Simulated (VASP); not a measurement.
```
CELL_PARAMETERS angstrom
      4.03795     0.00000     0.00000
      0.00000     4.03795     0.00000
      0.00000     0.00000     4.94798
ATOMIC_POSITIONS crystal
  Pb 0.50000 0.00000 0.76019
  Pb 0.00000 0.50000 0.23981
  O  0.50000 0.50000 0.00000
  O  0.00000 0.00000 0.00000
```

The numbers are results of PBE GGA with D4 dispersion, VASP's PBE PAW potentials (set 64) (plane waves; VASP), not measurements. Run with 520 eV cut-off, Gaussian smearing of 0.050 eV, potentials Pb_d O.

Unless said otherwise, spin-orbit coupling is left out, though it shifts the bands of the heavy elements here.

Question: What does the run give for the band gap (along the path) with the smallest direct gap where there is one?

Answer: 
| Item | Value |
|---|---|
| band gap (along the path) | 1.24 eV |
| smallest direct gap (along the path) | 2.14 eV |

Total energies compare only between runs with the same potentials, cut-off and functional.

The compound is PbO in the litharge structure. It was relaxed first.
